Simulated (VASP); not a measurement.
Consider the following.

```
CELL_PARAMETERS angstrom
     11.21309     0.00000     0.00000
      0.00000     2.94922     2.95113
      0.00000    -2.94922     2.95113
ATOMIC_POSITIONS crystal
  Pb 0.62441 0.25682 0.75682
  Pb 0.37559 0.75682 0.25682
  S  0.61319 0.76418 0.26418
  S  0.38681 0.26418 0.76418
```

The numbers are results of PBEsol GGA, VASP's PBE PAW potentials (set 64) (plane waves; VASP), not measurements. Settings: 400 eV cut-off, Gaussian smearing of 0.050 eV, potentials Pb_d S.

The cell holds a wide vacuum, so values per volume refer to the whole cell. Unless said otherwise, spin-orbit coupling is left out, though it shifts the bands of the heavy elements here.

**Question.** Give the energies of bands 14 to 23 at the high-symmetry points, in eV from the valence-band maximum.

**Answer.** 
```json
[
 {"band": "14", "Γ": "-5.61", "Y": "-7.01", "C0": "-7.01", "Z": "-5.61", "A0": "-7.01", "T": "-7.01", "S": "-7.96", "R": "-7.96"},
 {"band": "15", "Γ": "-3.42", "Y": "-4.55", "C0": "-4.55", "Z": "-3.42", "A0": "-4.55", "T": "-4.55", "S": "-2.05", "R": "-2.05"},
 {"band": "16", "Γ": "-2.79", "Y": "-4.54", "C0": "-4.54", "Z": "-2.79", "A0": "-4.54", "T": "-4.54", "S": "-2.05", "R": "-2.05"},
 {"band": "17", "Γ": "-2.79", "Y": "-3.12", "C0": "-3.12", "Z": "-2.79", "A0": "-3.12", "T": "-3.12", "S": "-1.26", "R": "-1.26"},
 {"band": "18", "Γ": "-1.67", "Y": "-3.12", "C0": "-3.12", "Z": "-1.67", "A0": "-3.12", "T": "-3.12", "S": "-1.26", "R": "-1.26"},
 {"band": "19", "Γ": "-1.67", "Y": "-1.64", "C0": "-1.64", "Z": "-1.67", "A0": "-1.64", "T": "-1.64", "S": "-0.25", "R": "-0.25"},
 {"band": "20", "Γ": "-0.44", "Y": "-1.63", "C0": "-1.63", "Z": "-0.44", "A0": "-1.63", "T": "-1.63", "S": "-0.25", "R": "-0.25"},
 {"band": "21", "Γ": "1.97", "Y": "4.03", "C0": "4.03", "Z": "1.80", "A0": "4.00", "T": "4.00", "S": "1.78", "R": "1.78"},
 {"band": "22", "Γ": "3.65", "Y": "4.04", "C0": "4.04", "Z": "4.57", "A0": "4.01", "T": "4.01", "S": "1.78", "R": "1.78"},
 {"band": "23", "Γ": "4.56", "Y": "5.20", "C0": "5.20", "Z": "4.59", "A0": "5.16", "T": "5.16", "S": "2.83", "R": "2.83"}
]
```

The gap is direct, 1.53 eV, from the valence maximum at R-Z at 0.14 to the conduction minimum at R-Z at 0.14.

The cell is a sheet with vacuum, built from a database entry that may be metastable or hypothetical.
